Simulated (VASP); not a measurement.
HPbNO4: electron localisation function with PBE

HPbNO4:

```
H Pb N O
1.0
     4.12040   -0.00081   -0.01120
     0.00404    6.42722    0.05360
     0.02791    3.20707    7.74994
H Pb N O
2 2 2 8
Direct
  0.90366 0.21821 0.48851
  0.40337 0.78177 0.51142
  0.39455 0.30863 0.70725
  0.89489 0.69135 0.29266
  0.63409 0.19990 0.20730
  0.13386 0.80012 0.79275
  0.90829 0.32866 0.54369
  0.53792 0.39076 0.19497
  0.53483 0.11279 0.10602
  0.83718 0.08887 0.32672
  0.40817 0.67132 0.45624
  0.03774 0.60924 0.80520
  0.03429 0.88737 0.89397
  0.33716 0.91101 0.67330
```

The cell was built by a generator and needn't be a form met in nature.

| Item | Value |
| --- | --- |
| Program | VASP 6.6.1 |
| Task | electron localisation function |
| Functional | PBE |
| Potentials or basis | VASP PAW PBE potentials, release 64 (H, Pb_d, N, O) |
| Cutoff | 520 eV |
| k mesh | 7 × 5 × 4 |
| Occupations | fermi-dirac, width 0.05 eV |
| Spin | no spin polarisation |
| Further INCAR settings | ALGO = Normal; EDIFF = 1e-06 |

- Pressure: 0.6 GPa
- Largest force: 0.414 eV/Å
- Band gap on the k mesh: 3.27 eV, indirect (least direct gap 3.36 eV)

Forces in eV/Å, atoms in the order of the input:
```
H   -0.002 -0.094 -0.046
H   -0.002  0.094  0.046
Pb   0.006  0.006  0.013
Pb   0.005 -0.006 -0.013
N    0.043 -0.006  0.045
N    0.040  0.004 -0.043
O   -0.001  0.069  0.039
O   -0.121  0.390 -0.020
O   -0.132 -0.296 -0.258
O    0.208 -0.077  0.232
O   -0.002 -0.070 -0.040
O   -0.120 -0.389  0.021
O   -0.130  0.296  0.258
O    0.208  0.077 -0.235
```

Stress tensor (GPa, compression positive):
```
0.19 0.00 0.00
0.00 1.11 0.25
0.00 0.25 0.46
```

Levels at points of the mesh, in eV from the valence-band top:
| k point | band 42 | band 43 | band 44 | band 45 | band 46 | band 47 |
| --- | --- | --- | --- | --- | --- | --- |
| (0.00, 0.00, 0.00) | -0.29 | -0.21 | -0.16 | 3.36 | 3.53 | 4.56 |
| (0.00, 0.00, 0.50) | -0.44 | -0.30 | -0.04 | 3.51 | 3.53 | 4.51 |

Run time: 2.5 min on 4 MPI ranks on AMD EPYC 9R45 (Zen 5) (shared host), peak memory 0.34 GiB a rank.

Caveat: the standard files for N, O and F lose accuracy on very short bonds; spin-orbit coupling is left out, which as a rule narrows the gap of such compounds by several tenths of an eV; an odd mesh through Γ misses points on the zone boundary, where band edges often lie.
